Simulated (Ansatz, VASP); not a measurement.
# Sn: VASP beside Ansatz

One calculation is typed for both programs; each brings its own data sets. How far apart do they land? The cell is taken from a series of runs on this material, whose earlier steps may have relaxed, scaled, displaced or heated it; both programs get it as it stands.

Main program and level: Ansatz 0.2.0; plane waves, with VASP 6.6.1 beside it; relaxation of cell and atoms at PBEsol.

### 1. Set-up

The structure is tetragonal, space group I4_1/amd (No. 141). Conventional cell: a = 5.827 Å, b = 5.827 Å, c = 3.166 Å, α = 90.00°, β = 90.00°, γ = 90.00°. Sn has 6 Sn at 3.02 to 3.17 Å nearest.

### 2. Ansatz: relaxation of cell and atoms, PBEsol

Ansatz runs on its default PAW (the set named soft_2) files.

The relaxed volume is the usual yardstick between codes: in a stiff, nearly cubic crystal its relative difference is about their pressure difference at one cell divided by the bulk modulus.

input.yaml reads:

```yaml
crystal:
  lattice:
    - [-2.9135621004, 2.9135621004, 1.5828922307]
    - [2.9135621004, -2.9135621004, 1.5828922307]
    - [2.9135621004, 2.9135621004, -1.5828922307]
  atoms:
    - { symbol: Sn, position: [0.75, 0.25, 0.5] }
    - { symbol: Sn, position: [0.0, 0.0, 0.0] }
kpoints:
  mp_grid: { grid: [18, 18, 18] }
hamiltonian:
  xc: pbesol
scf:
  occupations: { method: methfessel_paxton, width: 0.2 }
output:
  forces: true
  stress: true
  eigenvalues: true
relax:
  adjacent_minimum: "off"
  f_tol: 0.001
  max_steps: 60
  cell: { stress_tol: 0.01 }
```

On the command line:

```
$ ansatz run input.yaml --threads 8 --pin off --max-ram 14336MiB --backend cpu --events-out ev --progress --plain --runs-dir out
```

Numbers of over 12 decimals in the logs are rounded to 6 here.

The program printed:

```text
Engine: ansatz 0.2.0, aarch64-unknown-linux-gnu
Pseudopotentials: kind: paw
Pseudopotential: Sn, paw, valence charge 14, recommended cutoff 420 eV (normal), Sn.paw.azcp
Functional definition: PBEsol
  exchange = pbesol_x
  correlation = pbesol_c
Crystal: 2 atoms, lattice volume = 53.748 Å³
Basis set: ecut = 420 eV, 1061 PW (Γ), exchange–correlation on 60×60×60 points (8 copies of the dense FFT grid, shifted against one another)
Bands: 18, of which v1, the nominal top of the filled ones, is band 14 counted from 1 (13 counted from 0)
Symmetry: 16 space group operations
Space group: I41/amd (ITA 141), of the structure as read, at distance tolerance 3.8e-5 Å
k-points: 480 of 5832
Non-local potential: Sn, projectors of the file, l = 0: 2, l = 1: 2, l = 2: 2, l = 3: 2
PAW form: soft (Blöchl's): semilocal exchange-correlation on the pseudo side does not see the compensation charge
PAW frozen core: Sn, regenerated for the run's functional, and the local potential with it (the file was generated under x = pbe(κ = 0.804, μ = 0.219515), c = pbe(β = 0.066725))
PAW one-centre angular grid: Sn, 590 points (default); XC on 64 Gauss nodes
Initial density: superposition of atomic densities (neutral atoms: chi_scale 0, normalization atom), corrected by the library's trained network
Initial wavefunctions: pseudopotential atomic-orbital guess
Functional: x = pbesol(κ = 0.804, μ = 0.123457), c = pbesol(β = 0.046)
SCF iter   1: F=—  HF=-11899.564928 eV  |F-HF|=—  |Δ(HF+E_count)|=         —  Δρ=2.51e-3  dr2=2.35e-3  ethr=1.77e-3  ⟨swp⟩=5.3  Hψ=41310  notcnv=0
preconditioner: auto → Kerker (q_TF=auto, 2.447 Å⁻¹)  [metal: Δε(μ)=0.014 eV  Ē_g=20.179 eV  σ=0.200 eV  W_gap=0.06  n_scr=16 (ndim 8)  ℏωp=26.8 eV  f_vac=0.000  D(μ)=1.02/eV (n_scr^D=4)]
SCF iter   2: F=—  HF=-11899.562007 eV  |F-HF|=—  |Δ(HF+E_count)|=   2.92e-3  S|Δr|=    0.00e0  Δρ=1.58e-3  dr2=9.69e-4  ethr=8.40e-6  ⟨swp⟩=2.2  Hψ=17198  notcnv=0
SCF iter   3: F=—  HF=-11899.561739 eV  |F-HF|=—  |Δ(HF+E_count)|=   2.69e-4  S|Δr|=    0.00e0  Δρ=7.06e-4  dr2=1.42e-4  ethr=3.46e-6  ⟨swp⟩=2.0  Hψ=15365  notcnv=0
SCF iter   4: F=—  HF=-11899.561633 eV  |F-HF|=—  |Δ(HF+E_count)|=   1.06e-4  S|Δr|=    0.00e0  Δρ=3.47e-4  dr2=4.81e-5  ethr=5.08e-7  ⟨swp⟩=2.0  Hψ=15366  notcnv=0
SCF iter   5: F=—  HF=-11899.561616 eV  |F-HF|=—  |Δ(HF+E_count)|=   1.75e-5  S|Δr|=    0.00e0  Δρ=2.07e-4  dr2=1.69e-5  ethr=1.72e-7  ⟨swp⟩=2.0  Hψ=14240  notcnv=0
SCF iter   6: F=—  HF=-11899.561607 eV  |F-HF|=—  |Δ(HF+E_count)|=   8.34e-6  S|Δr|=    0.00e0  Δρ=7.24e-5  dr2=1.93e-6  ethr=6.03e-8  ⟨swp⟩=2.0  Hψ=13447  notcnv=0
SCF iter   7: F=-11899.561606 eV  HF=-11899.561606 eV  |F-HF|=1.03e-7  |Δ(HF+E_count)|=   1.02e-6  S|Δr|=    0.00e0  Δρ=1.71e-5  dr2=8.44e-8  ethr=3.57e-10  ⟨swp⟩=3.9  Hψ=40724  notcnv=0
SCF 1 converged in 7 iterations: F = -11899.561606 eV  dr2 = 8.44e-8
  greatest PAW one-centre occupation: 0.991 electrons in one spin orbital (limit 2), on the Sn atom at site 1 (counted from 0), in its partial waves of l = 2
relax step   1: F+E_penalty+E_count = -11899.56160607 eV  Δ(F+E_penalty+E_count) = +0.000e0 eV  max|allowed force component| = 3.469e-18 eV/Å  Δτ_max = 0.0000 Å  P = -0.009 GPa  Ω = 53.748 Å³  (7 SCF iters, dr2 threshold 1.00e-7 eV, accepted)
[...]
relax step   2: F+E_penalty+E_count = -11899.56161068 eV  Δ(F+E_penalty+E_count) = -4.615e-6 eV  max|allowed force component| = 1.388e-17 eV/Å  Δτ_max = 0.0000 Å  P = +0.003 GPa  Ω = 53.736 Å³  energy of the carried Pulay correction = +2.479e-6 eV  (4 SCF iters, dr2 threshold 2.56e-9 eV, accepted)
[...]
relax step   3: F+E_penalty+E_count = -11899.56160775 eV  Δ(F+E_penalty+E_count) = +2.932e-6 eV  max|allowed force component| = 1.388e-17 eV/Å  Δτ_max = 0.0000 Å  P = +0.003 GPa  Ω = 53.736 Å³  stress off target by 6.96e-3 GPa  SCF on the basis re-selected at this cell (its energy is not comparable with the rows above)  (7 SCF iters)
basis re-selected at this cell: Δ(F+E_penalty+E_count) = +2.932e-6 eV, ΔP = -0.000 GPa vs the last step (what re-selecting the basis moved, of the pressure what is left beyond the Pulay correction that the steps carried, after the strain that the cell walked since its last selection, with what the two solves' SCF thresholds leave and, on support functions, any second-order correction that the steps lacked; it is no m [...]
SCF converged after 7 iterations
Stability not checked: this state was not tested for a lower state beside it, because cold or Methfessel-Paxton smearing, or corrected tetrahedra, fill the levels in a way that the test cannot read (fill_not_monotonic; see scf.lower_state_search)
Free energy (F): -11899.561608 eV
Harris-Foulkes:  -11899.561608 eV  (|F-HF|=0.00e0)
Internal energy: -11899.560881 eV  (E = F + TS)
E sigma→0 (E₀):  -11899.561426 eV
Entropy (-TS):   -0.000727 eV (-0.363 meV/atom)
Fermi energy:    10.720636 eV
--- Per-component energies (eV) ---
  E_band       = -163.057510
  E_kinetic    = 374.510795
  E_local      = -1689.490248  (includes V_loc(G=0)·N_el)
  E_nonlocal   = -61.116245
  E_hartree    = 1058.152412
  E_xc         = -758.973434
  E_vxc        = -194.439877  (∫ρ·V_xc dr)
  E_paw        = -8129.831120  (= ΣΔE_a)
  E_vpaw       = -708.826771  (= ΣTr[D̂ρ^β])
  E_aug_tail   = -0.000001  (compensation charges beyond the density's cutoff)
  E_ewald      = -2693.382720
  E_core_change = 0.569680  (= ΣΔE_core)
  E_smearing   = -0.000727  (= −TS)
  E_closure    = 0.000000  (closes the sum)
  Σ components = -11899.561608   (vs F -11899.561608, Δ=0.00e0)
--- Forces (eV/Å), atoms counted from 1 ---
  atom   1  Sn    -0.00000000     0.00000000     0.00000000
  atom   2  Sn    -0.00000000     0.00000000    -0.00000000
  max |Σ_I F_I| component: 2.78e-17 eV/Å
--- Stress (GPa, compression-positive) ---
        0.006961       0.000000       0.000000
        0.000000       0.006961      -0.000000
        0.000000       0.000000      -0.004035
  P = ⅓ Tr σ = 0.0033 GPa (0.033 kbar)
--- Band table (eV; the first three rows and the last of 480) ---
  k-point 0: bands = [... 10 lower, -0.4931, 7.0729, 8.7125, 8.7125, 13.6525, 16.9700, 16.9700, 17.6825]
  k-point 1: bands = [... 10 lower, -0.4651, 6.7923, 8.7460, 8.9374, 13.7847, 16.6623, 16.7985, 17.7386]
  k-point 2: bands = [... 10 lower, -0.3811, 6.1979, 8.8462, 9.3710, 14.1751, 16.0426, 16.3592, 17.6219]
  k-point 479: bands = [... 10 lower, 3.1272, 3.1272, 5.8506, 5.8506, 15.8500, 15.8500, 20.1616, 20.1616]
--- Relaxed structure (2 steps of the walk, 2 accepted, 1 SCFs on fresh bases) ---
  F+E_penalty+E_count = -11899.56160775 eV   max|allowed force component| = 1.388e-17 eV/Å   (the final SCF, on the basis selected at the relaxed cell)
  cell:  # Å, volume = 53.7355 Å³
    - [-2.913699, 2.913699, 1.582385]
    - [2.913699, -2.913699, 1.582385]
    - [2.913699, 2.913699, -1.582385]
  atoms:
    - { symbol: Sn, position: [0.75, 0.25, 0.500000] }
    - { symbol: Sn, position: [0, 0, 0] }
```

In the SCF lines HF is the Harris–Foulkes energy and dr2 the Hartree energy of the density residual, in eV; the loop may stop once dr2 is under the threshold and the program's other checks hold. Hψ counts applications of the Hamiltonian.

### 3. VASP: relaxation of cell and atoms, PBEsol

The same cell, functional, mesh and smearing now go to VASP, with its own data sets.

Lines of VASP's logs that name or quote its potential files are left out, and so is its time.

INCAR reads:

```
SYSTEM = Sn
PREC = Accurate
ENCUT = 500
EDIFF = 1E-07
NELM = 120
ISMEAR = 1
SIGMA = 0.2
LREAL = .FALSE.
ALGO = Normal
GGA = PS
NBANDS = 20
LORBIT = 11
LWAVE = .FALSE.
LCHARG = .FALSE.
ISIF = 3
IBRION = 2
NSW = 80
EDIFFG = -0.005
LASPH = .TRUE.
GGA_COMPAT = .FALSE.
NELMIN = 4
```

POSCAR reads:

```
Sn
1.0
   -2.9135620000      2.9135620000      1.5828920000
    2.9135620000     -2.9135620000      1.5828920000
    2.9135620000      2.9135620000     -1.5828920000
Sn
2
Direct
    0.7500000000      0.2500000000      0.5000000000
    0.0000000000      0.0000000000      0.0000000000
```

KPOINTS reads:

```
Automatic mesh
0
Gamma
18 18 18
0 0 0
```

PAW data sets: Sn_d (PBE family, release 64).

On the command line:

```
$ mpirun -np 1 vasp_std
```

The program printed:

```text
[banner, memory and clock lines left out]
running    1 mpi-ranks, on    1 nodes
 distrk:  each k-point on    1 cores,    1 groups
 distr:  one band on    1 cores,    1 groups

 POSCAR found type information on POSCAR Sn
 POSCAR found :  1 types and       2 ions
|                                                                             |
|               ----> ADVICE to this user running VASP <----                  |
|                                                                             |
|     You enforced a specific xc type in the INCAR file but a different       |
|     [... a line on the potential file left out ...]
|     I HOPE YOU KNOW WHAT YOU ARE DOING!                                     |
|                                                                             |

 LDA part: xc-table for (Slater+PW92), standard interpolation
 POSCAR, INCAR and KPOINTS ok, starting setup
 FFT: planning ... GRIDC
 FFT: planning ... GRID_SOFT
 FFT: planning ... GRID
 WAVECAR not read
 entering main loop
       N       E                     dE             d eps       ncg     rms          rms(c)
DAV:   1     0.213112767797E+03    0.21311E+03   -0.14270E+04 19352   0.214E+03
DAV:   2     0.124715277188E+02   -0.20064E+03   -0.19716E+03 19268   0.446E+02
DAV:   3    -0.790596930290E+01   -0.20377E+02   -0.20202E+02 21812   0.135E+02
DAV:   4    -0.853710175237E+01   -0.63113E+00   -0.63011E+00 21872   0.263E+01
DAV:   5    -0.856307371037E+01   -0.25972E-01   -0.25971E-01 26580   0.500E+00    0.247E+00
DAV:   6    -0.852939983722E+01    0.33674E-01   -0.52068E-02 26292   0.339E+00    0.133E+00
DAV:   7    -0.851914336514E+01    0.10256E-01   -0.25956E-02 26196   0.238E+00    0.193E-01
DAV:   8    -0.851858144142E+01    0.56192E-03   -0.22597E-03 24252   0.680E-01    0.314E-02
DAV:   9    -0.851858691865E+01   -0.54772E-05   -0.64804E-05 25880   0.755E-02    0.136E-02
DAV:  10    -0.851858622953E+01    0.68911E-06   -0.52301E-06 24992   0.283E-02    0.130E-03
DAV:  11    -0.851858638521E+01   -0.15568E-06   -0.42284E-07 22072   0.853E-03    0.109E-03
DAV:  12    -0.851858622393E+01    0.16128E-06   -0.23307E-08 12892   0.187E-03    0.132E-04
DAV:  13    -0.851858622333E+01    0.59890E-09   -0.59251E-09 12312   0.943E-04
   1 F= -.85185862E+01 E0= -.85183476E+01  d E =-.851859E+01
 curvature:   0.00 expect dE= 0.000E+00 dE for cont linesearch  0.000E+00
 trial: gam= 0.00000 g(F)=  0.374E-48 g(S)=  0.327E-04 ort = 0.000E+00 (trialstep = 0.100E+01)
 search vector abs. value=  0.327E-04
 bond charge predicted
       N       E                     dE             d eps       ncg     rms          rms(c)
DAV:   1    -0.851928154841E+01   -0.69532E-03   -0.14424E-02 22556   0.195E+00    0.141E-01
DAV:   2    -0.851872599945E+01    0.55555E-03   -0.93593E-04 23148   0.503E-01    0.631E-02
DAV:   3    -0.851859928717E+01    0.12671E-03   -0.36837E-04 26484   0.300E-01    0.817E-03
DAV:   4    -0.851859621689E+01    0.30703E-05   -0.15662E-05 22180   0.480E-02    0.260E-03
DAV:   5    -0.851859637955E+01   -0.16267E-06   -0.76512E-07 26280   0.816E-03    0.114E-03
DAV:   6    -0.851859649821E+01   -0.11866E-06   -0.61135E-08 12180   0.338E-03    0.317E-04
DAV:   7    -0.851859655601E+01   -0.57796E-07   -0.84849E-09 11180   0.982E-04
   2 F= -.85185966E+01 E0= -.85183575E+01  d E =-.103327E-04
 trial-energy change:   -0.000010  1 .order   -0.000011   -0.000033    0.000012
 step:   0.7366(harm=  0.7366)  dis= 0.00000  next Energy=    -8.518598 (dE=-0.120E-04)
 bond charge predicted
       N       E                     dE             d eps       ncg     rms          rms(c)
DAV:   1    -0.851864572299E+01   -0.49225E-04   -0.10005E-03 22488   0.514E-01    0.369E-02
DAV:   2    -0.851860845185E+01    0.37271E-04   -0.64637E-05 23152   0.132E-01    0.166E-02
DAV:   3    -0.851859932444E+01    0.91274E-05   -0.25564E-05 26440   0.790E-02    0.215E-03
DAV:   4    -0.851859825264E+01    0.10718E-05   -0.10889E-06 22176   0.127E-02    0.686E-04
DAV:   5    -0.851859802268E+01    0.22997E-06   -0.35478E-08 11316   0.217E-03    0.273E-04
DAV:   6    -0.851859794995E+01    0.72730E-07   -0.19220E-08 10544   0.192E-03
   3 F= -.85185979E+01 E0= -.85183590E+01  d E =-.117266E-04
 curvature:  -0.37 expect dE=-0.346E-06 dE for cont linesearch -0.613E-08
 trial: gam= 0.05124 g(F)=  0.463E-47 g(S)=  0.938E-06 ort =-0.738E-06 (trialstep = 0.947E+00)
 search vector abs. value=  0.949E-06
 reached required accuracy - stopping structural energy minimisation
```

Parts of OUTCAR (step 3):

```text
ion  position               nearest neighbor table
   1  0.750  0.250  0.500-   2 3.02   2 3.02   2 3.02   2 3.02
   2  0.000  0.000  0.000-   1 3.02   1 3.02   1 3.02   1 3.02

  LATTYP: Found a body centered tetragonal cell.
 ALAT       =     5.8271240000
 C/A-ratio  =     0.5432841312

 Subroutine GETGRP returns: Found 16 space group operations
 (whereof  8 operations were pure point group operations)

The static configuration has the point symmetry D_2d.
 The point group associated with its full space group is D_4h.

 Found    480 irreducible k-points:

   k-points           NKPTS =    480   k-points in BZ     NKDIM =    480   number of bands    NBANDS=     20

   dimension x,y,z NGX =    32 NGY =   32 NGZ =   32
   dimension x,y,z NGXF=    64 NGYF=   64 NGZF=   64

   ENCUT  =  500.0 eV  36.75 Ry    6.06 a.u.   8.05  8.05  8.05*2*pi/ulx,y,z

   NELECT =      28.0000    total number of electrons

 k-points in reciprocal lattice and weights: Automatic mesh
   0.00000000  0.00000000  0.00000000       0.000
   0.05555556  0.00000000 -0.00000000       0.001
   0.11111111  0.00000000 -0.00000000       0.001
   0.16666667  0.00000000 -0.00000000       0.001
   0.22222222  0.00000000 -0.00000000       0.001
   0.27777778  0.00000000 -0.00000000       0.001
   0.33333333  0.00000000  0.00000000       0.001
   0.38888889  0.00000000 -0.00000000       0.001
   0.44444444  0.00000000 -0.00000000       0.001
[...]
-0.44444444 -0.44444444  0.44444444       0.000
   0.50000000  0.50000000  0.50000000       0.000

 average (electrostatic) potential at core
       1 -98.7798       2 -98.7798

 E-fermi :   7.9381

 k-point     1 :       0.0000    0.0000    0.0000
  band No.  band energies     occupation
    ...
     10     -13.1029      2.00000
     11      -3.2832      2.00000
     12       4.2945      2.00000
     13       5.9279      2.00000
     14       5.9279      2.00000
     15      10.8727     -0.00000
     16      14.1919      0.00000
     17      14.1919      0.00000
     18      14.9029      0.00000
     19      15.0013      0.00000
    ...

 k-point     2 :       0.0556    0.0000   -0.0000
  band No.  band energies     occupation
    ...
     10     -13.1052      2.00000
     11      -3.2212      2.00000
     12       4.1894      2.00000
     13       5.9326      2.00000
     14       6.1514      2.00000
     15      10.9782     -0.00000
     16      13.8769      0.00000
     17      14.1960      0.00000
     18      14.3907      0.00000
     19      14.4291      0.00000
    ...

 k-point     3 :       0.1111    0.0000   -0.0000
  band No.  band energies     occupation
    ...
     10     -13.1114      2.00000
     11      -3.0351      2.00000
     12       3.9893      2.00000
     13       5.9518      2.00000
     14       6.7026      2.00000
     15      11.2863     -0.00000
     16      12.7589      0.00000
     17      13.1832      0.00000
     18      13.7070      0.00000
     19      14.1450      0.00000
    ...

  Total        0.0036532      0.0036532     -0.0034933      0.0000000      0.0000000      0.0000000
  in kB        0.1090179      0.1090179     -0.1042474      0.0000000      0.0000000      0.0000000
  external PRESSURE =       0.0379295 kB  Pullay stress =       0.0000000 kB

  energy-cutoff  :      500.00
  volume of cell :       53.69
      direct lattice vectors                 reciprocal lattice vectors
    -2.912664883  2.912664883  1.582118913     0.000000000  0.171664101  0.316031871
     2.912664883 -2.912664883  1.582118913     0.171664101  0.000000000  0.316031871
     2.912664883  2.912664883 -1.582118913     0.171664101  0.171664101  0.000000000

 POSITION                                       TOTAL-FORCE (eV/Angst)
 -----------------------------------------------------------------------------------
     -0.00000      2.91266      0.79106        -0.000000      0.000000     -0.000000
     -0.00000      0.00000      0.00000         0.000000     -0.000000      0.000000
 -----------------------------------------------------------------------------------
    total drift:                                0.000000     -0.000000      0.000000

  FREE ENERGIE OF THE ION-ELECTRON SYSTEM (eV)
  ---------------------------------------------------
  free  energy   TOTEN  =        -8.5185979499 eV

  energy  without entropy=       -8.5178810484  energy(sigma->0) =       -8.51835898

 reached required accuracy - stopping structural energy minimisation

 total charge
# of ion       s       p       d       tot
------------------------------------------
    1        1.230   1.022   9.979  12.231
    2        1.230   1.022   9.979  12.231
--------------------------------------------------
tot          2.460   2.044  19.958  24.462

[... 3 further parts left out ...]
```

CONTCAR:

```
Sn
   1.00000000000000
    -2.9126648831247466    2.9126648831247466    1.5821189128309570
     2.9126648831247466   -2.9126648831247466    1.5821189128309570
     2.9126648831247466    2.9126648831247466   -1.5821189128309570
  Sn
     2
Direct
     0.7500000000000000    0.2500000000000000    0.5000000000000000
     0.0000000000000000    0.0000000000000000    0.0000000000000000
```

The run keeps the 16 symmetry operations of its start, so it cannot find a distortion of lower symmetry.

### 4. Comparison

Known differences besides the potentials themselves: the cutoff is 420 eV in Ansatz and 500 eV in VASP; Ansatz makes its cores anew for this functional, VASP keeps those of its PBE data sets; Ansatz adds a Pulay correction to the stress that steers its cell, VASP none. Total energies have different zeros and are not compared.

The two programs side by side:

```tsv
quantity	Ansatz	VASP	difference
volume (Å³)	53.74	53.69	+0.09 %
edge a after relaxation, in the typed setting (Å)	4.414	4.412	+0.03 %
```

### 5. Results

```yaml
difference_in_volume_relaxation_of_cell_and_atoms_pbesol: 0.088 %
```

**Reading.** The difference in volume is 0.088 % (relaxation of cell and atoms, PBEsol), within the 1.2 % picked in this series as the mark of a large difference, as far as the stopping tolerances let one tell. Such differences can come from data sets, numerical settings and the points named under the comparisons, not from the functional's error against experiment.

[Lines on the potential files, build, host, timing and source positions are cut from VASP's logs without a mark.]

[Logs are printed without paths, hosts, clocks, repeated set-up lines and the standing remarks that a program may print on its own settings, such as how far it seeks lower states.]

[Hosts, paths, dates, database ids (printed as entryN), source tags and the programs' standing remarks are cut or masked in the printed files.]
